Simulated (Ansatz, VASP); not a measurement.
Two plane-wave programs on Ge7Os

```
Ge Os
1.0
     0.00000    4.90192    4.90192
     4.90192    0.00000    4.90192
     4.90192    4.90192    0.00000
Ge Os
7 1
Direct
  0.24800 0.75200 0.75200
  0.75200 0.24800 0.24800
  0.75200 0.24800 0.75200
  0.24800 0.75200 0.24800
  0.75200 0.75200 0.24800
  0.24800 0.24800 0.75200
  0.50000 0.50000 0.50000
  0.00000 0.00000 0.00000
```

Alike in both runs: functional PBE; k mesh 4 × 4 × 4; occupations gaussian, width 0.1 eV; no spin polarisation.

Ansatz relaxed the structure, and its values are those at the end. VASP's run is a single point on that final structure, the one shown.

|  | VASP | Ansatz |
| --- | --- | --- |
| version | VASP 6.6.1 | Ansatz 0.2.0 |
| potentials or method | VASP PAW PBE potentials, release 64 (Ge_d, Os) | scalar-relativistic, plane waves, PAW |
| plane-wave cutoff (eV) | 520 | 420 |
| valence electrons in the cell | 106 | 114 |

Ansatz gave:

```
gap on the k mesh at the Fermi level (eV) : none
pressure (GPa)                            : 0.1
rms of the force components (eV/Å)        : 0.000
```

Problem. Estimate VASP's values.

Solution. gap on the k mesh at the Fermi level (eV): none; pressure (GPa): 0.2; rms of the force components (eV/Å): 0.007.

A gap of «none» marks a metal or a gap that the smearing closes. The two sets of potentials don't hold the same shells in valence.

The runs have no spin-orbit coupling, so splittings on Os are missing.
